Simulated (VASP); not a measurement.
AlB3P4:

```
Al B P
1.0
    -2.49701    2.45101    4.93040
     2.33673   -2.49633    4.87257
     2.46914    2.46845   -4.95320
Al B P
1 3 4
Direct
  0.98882 0.96877 0.99553
  0.49168 0.46318 0.98728
  0.76339 0.29152 0.51707
  0.25402 0.74254 0.47545
  0.12621 0.57181 0.98882
  0.56409 0.08548 0.95040
  0.87500 0.87245 0.45575
  0.40581 0.42981 0.52098
```

The cell was built by a generator and needn't be a form met in nature.

* Program: VASP 6.6.1
* Task: relaxation of cell and atoms
* Functional: PBE
* Potentials or basis: VASP PAW PBE potentials, release 64 (Al, B, P)
* Cutoff: 520 eV
* k mesh: 5 × 5 × 5
* Occupations: gaussian, width 0.05 eV
* Spin: no spin polarisation

At the start: pressure -1.2 GPa; volume 14.48 Å³/atom.

Problem. Where does the relaxation end?

Solution. Over 16 steps the energy falls by 321.7 meV/atom and the volume is 13.80 Å³/atom (-4.7 %); space group I-42m (No. 121, to 0.05 Å).

The path:
| step | energy change (eV) | largest force (eV/Å) | pressure (GPa) | volume (Å³) |
| --- | --- | --- | --- | --- |
| 1 | 0.0000 | 4.5997 | -1.22 | 115.84 |
| 2 | -2.0381 | 2.1690 | -2.30 | 113.92 |
| 3 | -2.0542 | 1.9767 | -2.74 | 114.09 |
| 4 | -2.4243 | 1.2624 | 1.47 | 109.78 |
| 5 | -2.4616 | 0.8930 | 0.13 | 110.74 |
| 6 | -2.5511 | 0.3440 | -0.06 | 110.50 |
| 7 | -2.5520 | 0.2993 | -0.07 | 110.52 |
| 8 | -2.5651 | 0.1775 | -0.03 | 110.41 |
| 9 | -2.5653 | 0.2126 | -0.03 | 110.40 |
| 10 | -2.5701 | 0.1190 | 0.11 | 110.33 |
| 11 | -2.5712 | 0.1037 | 0.18 | 110.28 |
| 12 | -2.5727 | 0.0507 | -0.09 | 110.52 |
| 13 | -2.5727 | 0.0475 | -0.08 | 110.51 |
| 14 | -2.5733 | 0.0385 | -0.03 | 110.47 |
| 15 | -2.5734 | 0.0365 | -0.01 | 110.45 |
| 16 | -2.5736 | 0.0244 | 0.02 | 110.42 |

Final structure:
```cif
data_structure
_symmetry_space_group_name_H-M 'P 1'
_symmetry_Int_Tables_number 1
_cell_length_a 5.8635
_cell_length_b 5.8637
_cell_length_c 5.8643
_cell_angle_alpha 131.589
_cell_angle_beta 131.611
_cell_angle_gamma 70.865
_cell_volume 110.42
loop_
_atom_site_label
_atom_site_type_symbol
_atom_site_fract_x
_atom_site_fract_y
_atom_site_fract_z
_atom_site_occupancy
Al1 Al 0.99639 0.99075 0.98648 1
B1 B 0.49599 0.49065 0.98633 1
B2 B 0.74597 0.24057 0.48634 1
B3 B 0.24621 0.74078 0.48647 1
P1 P 0.13872 0.57870 0.98625 1
P2 P 0.58447 0.13348 0.98650 1
P3 P 0.85347 0.84800 0.43197 1
P4 P 0.40779 0.40264 0.54093 1
```
